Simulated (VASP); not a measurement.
Given:

```yaml
crystal:
  lattice:
    - [3.98495, 0.00000, 0.00000]
    - [0.00000, 3.98495, 0.00000]
    - [0.00000, 0.00000, 3.98495]
  atoms:
    - { symbol: K, position: [0.00000, 0.00000, 0.00000] }
    - { symbol: Mg, position: [0.50000, 0.50000, 0.50000] }
    - { symbol: F, position: [0.50000, 0.00000, 0.50000] }
    - { symbol: F, position: [0.00000, 0.50000, 0.50000] }
    - { symbol: F, position: [0.50000, 0.50000, 0.00000] }
```

These are PBE GGA with D4 dispersion, VASP's PBE PAW potentials (set 64) (plane waves; VASP) values and carry that method's errors. Run with 520 eV cut-off, 6×6×6 Γ-centred mesh, Gaussian smearing of 0.050 eV, potentials K_sv Mg F.

Q: Give the stress tensor in GPa (positive for a compressed cell).

A: 
```
2.34  0.00  0.00
0.00  2.34  0.00
0.00  0.00  2.34
```
The pressure is its mean diagonal, 2.34 GPa.

The compound is KMgF3 in the cubic perovskite structure. This cell is one point of a volume scan, at 0.97 of the reference volume.
